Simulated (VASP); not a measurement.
Runs of VASP 6.6.1 on Ca2CuS2O2. Symmetry: P4/mmm, No. 123, tetragonal system. Conventional cell: a = 3.862 Å, b = 3.862 Å, c = 7.745 Å, α = 90.00°, β = 90.00°, γ = 90.00°. Cu (site symmetry 4/mmm) has 4 O at 1.93 Å as nearest neighbours. Around Ca (site symmetry 4mm) lie 4 O at 2.52 Å. S (site symmetry 4mm) has 1 S at 2.14 Å as nearest neighbours. O (site symmetry mmm) has 2 Cu at 1.93 Å as nearest neighbours. The cell comes from a database or a generator and needn't be the stable form of this composition.

| task | level | potentials or basis | cutoff (eV) | smearing | other keys | gap on the mesh (eV) | pressure (GPa) | largest force (eV/Å) |
| --- | --- | --- | --- | --- | --- | --- | --- | --- |
| single point | RPBE | VASP PAW PBE potentials, release 64 (Cu, Ca_pv, S, O) | 500 | gaussian 0.1 eV | - | none | 3.2 | (b) |
| single point | PBE+D3 | VASP PAW PBE potentials, release 64 (Cu, Ca_sv, S, O) | 520 | gaussian 0.05 eV | - | none | -1.6 | (c) |
| band structure | BEEF-vdW | VASP PAW PBE potentials, release 54 (Cu, Ca_sv, S, O) | 520 | gaussian 0.01 eV | - | - | 1.9 | 0.19 |
| atomic charges | r2SCAN | VASP PAW PBE potentials, release 64 (Cu, Ca_sv, S, O) | 520 | gaussian 0.05 eV | NBANDS = 30 | none | (a) | 0.22 |

Alike in all rows: no spin polarisation; cell as given; k mesh 7 × 7 × 4.

**Question.** Estimate the missing entries.

**Answer.** (a) -2.0; (b) 0.10; (c) 0.15.

Caveats: an odd number of electrons without spin polarisation forces a metal; a magnetic or distorted state may lie lower; the run has no spin polarisation, though such a crystal can be magnetic; semilocal functionals often make such compounds metallic where correlation or magnetic order opens a gap, which also shifts bond lengths; the PAW data sets were made with another functional, which shifts forces and pressure a little (some runs); pairwise dispersion overbinds metals, which lowers pressure and volume (some runs).

A gap of «none» marks a metal or a gap under the smearing width.

The runs don't all hold the same shells in valence.
